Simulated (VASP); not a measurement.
Here is a VASP 6.6.1 calculation.

INCAR

```
SYSTEM = SnTe
ALGO = Fast
EDIFF = 1E-7
EDIFFG = -0.002
ENCUT = 700
GGA = PE
IBRION = 2
ISIF = 3
ISMEAR = 0
LASPH = .True.
LCHARG = .False.
LREAL = .False.
LWAVE = .False.
NELM = 100
NSW = 80
PREC = Accurate
SIGMA = 0.02
```

Contents of KPOINTS:

```
k-points
0
Gamma
  8 8 8
  0 0 0
```

The input POSCAR:

```
SnTe                                    
1.0
    0.0000000000      3.2063976465      3.2063976465
    3.2063976465      0.0000000000      3.2063976465
    3.2063976465      3.2063976465     -0.0000000000
  Sn              Te            
     1     1
Direct
     0.0000000000000000    0.0000000000000000    0.0000000000000000
     0.5000000000000000    0.5000000000000000    0.5000000000000000
```

Potentials or basis: VASP PAW PBE potentials, release 64 (Sn_d, Te).

Launch:

```sh
$ cat potpaw_PBE.64/Sn_d/POTCAR potpaw_PBE.64/Te/POTCAR > POTCAR
$ mpirun -np 1 vasp_std > vasp.out
```

Task: What does it give for the band gap on the k mesh?

Result: 0.05 eV, direct.

Final structure:
```yaml
crystal:
  lattice:
    - [0.00000, 3.20640, 3.20640]
    - [3.20640, 0.00000, 3.20640]
    - [3.20640, 3.20640, 0.00000]
  atoms:
    - { symbol: Sn, position: [0.00000, 0.00000, 0.00000] }
    - { symbol: Te, position: [0.50000, 0.50000, 0.50000] }
```

Caveat: the relaxation stopped at its first step, so nothing moved; spin-orbit coupling is left out, which moves the levels of the heavy elements. A k mesh can miss the band edges.
